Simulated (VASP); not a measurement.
Mg6CoSb:

```
CELL_PARAMETERS angstrom
4.88115 0.00000 0.00000
0.00000 3.11361 5.32727
0.00000 -3.11361 5.32727
ATOMIC_POSITIONS crystal
Sb 0.50000 0.67279 0.67279
Co 0.00000 0.84218 0.84218
Mg 0.50000 0.16925 0.16925
Mg 0.50000 0.67500 0.14749
Mg 0.50000 0.14749 0.67500
Mg 0.00000 0.33401 0.33401
Mg 0.00000 0.83797 0.32132
Mg 0.00000 0.32132 0.83797
```

The cell comes from a database or a generator and needn't be the stable form of this composition.

| Item | Value |
| --- | --- |
| Program | VASP 6.6.1 |
| Task | single point |
| Functional | PBE |
| Potentials or basis | VASP PAW PBE potentials, release 64 (Sb, Co, Mg) |
| Cutoff | 520 eV |
| k mesh | 6 × 5 × 5 |
| Occupations | fermi-dirac, width 0.05 eV |
| Spin | collinear spin, ferromagnetic start |
| Starting moments | [0.0, 2.0, 0.0, 0.0, 0.0, 0.0, 0.0, 0.0] μB |

On this cell: pressure 0.2 GPa; largest force 0.088 eV/Å; net moment 0.94 μB per cell; site moments Sb +0.00; Co +1.11; Mg +0.01, -0.01 μB; band gap on the k mesh none (metal or under the smearing width).

The same run follows on a disturbed copy (atoms moved at random, drawn with an rms of 0.05 Å):

```xyz
8
Lattice="4.8812 0.0000 0.0000 0.0000 3.1136 5.3273 0.0000 -3.1136 5.3273" Properties=species:S:1:pos:R:3 pbc="T T T"
Sb    2.4760   -0.0442    7.1556
Co    0.0180    0.0295    8.9701
Mg    2.5014   -0.0077    1.8049
Mg    2.4436    1.6687    4.4023
Mg    2.4848   -1.6393    4.3831
Mg   -0.0291    0.0490    3.5351
Mg   -0.0210    1.6035    6.1794
Mg    0.0459   -1.6392    6.1516
```

**Question.** What does the disturbed cell give?

**Answer.** The energy (extrapolated to zero smearing) moves by +3.5 meV/atom; pressure 0.2 GPa; largest force 0.324 eV/Å; net moment 0.96 μB per cell; site moments Sb +0.00; Co +1.12; Mg +0.01, -0.01, -0.00 μB; band gap on the k mesh none (metal or under the smearing width).

Forces in eV/Å, atoms in the order of the input:
```
Sb  -0.047  0.185  0.032
Co  -0.010 -0.080  0.086
Mg  -0.286 -0.022  0.018
Mg  -0.091 -0.062 -0.071
Mg  -0.095  0.042 -0.125
Mg   0.295 -0.083  0.104
Mg   0.219 -0.042  0.036
Mg   0.014  0.062 -0.080
```

Stress tensor (GPa, compression positive):
```
0.10 0.00 0.00
0.00 0.37 0.00
0.00 0.00 0.27
```

Caveats: a cell with one magnetic atom can't hold antiferromagnetic order, which such compounds often take.
